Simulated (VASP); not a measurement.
```xyz
2
Lattice="1.6371 -2.8355 0.0000 1.6371 2.8355 0.0000 0.0000 0.0000 5.3142" Properties=species:S:1:pos:R:3 pbc="T T T"
Mg     1.6371     0.9452     1.3285
Mg     1.6371    -0.9452     3.9856
```

All values below come from PBE GGA, VASP's PBE PAW potentials (set 64) (plane waves; VASP). Numerical set-up: 400 eV cut-off, 12×12×6 Γ-centred mesh, first-order Methfessel-Paxton smearing of 0.10 eV, potentials Mg.

### Question
Give the stress tensor in GPa (positive for a compressed cell).

### Answer

```
-2.10   0.00   0.00
 0.00  -2.10   0.00
 0.00   0.00  -2.76
```
The pressure is its mean diagonal, -2.32 GPa.

The compound is Mg in the hcp structure. The cell was not relaxed at this level.
